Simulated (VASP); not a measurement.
```xyz
2
Lattice="0.0000 2.1641 2.1641 2.1641 0.0000 2.1641 2.1641 2.1641 0.0000" Properties=species:S:1:pos:R:3 pbc="T T T"
Si     0.0000     0.0000     0.0000
C      1.0820     1.0820     1.0820
```

These are rev-vdW-DF2, VASP's PBE PAW potentials (set 64) (plane waves; VASP) values and carry that method's errors. Settings: 520 eV cut-off, 10×10×10 Γ-centred mesh, Gaussian smearing of 0.050 eV, potentials Si C.

Question: Predict the energy per atom (σ→0), pressure, band gap (on the k-mesh) with the smallest direct gap where there is one.

Answer: 
```
Item                                         Result
-----------------------------------  --------------
band gap (on the k-mesh)                    1.38 eV
smallest direct gap (on the k-mesh)         4.60 eV
energy per atom (σ→0)                -6.610 eV/atom
pressure                                  69.4 kbar
```

The absolute energy has meaning only against runs of the same code, potentials and settings.

The compound is SiC in the zinc blende structure. This cell is one point of a volume scan, at 0.97 of the reference volume.
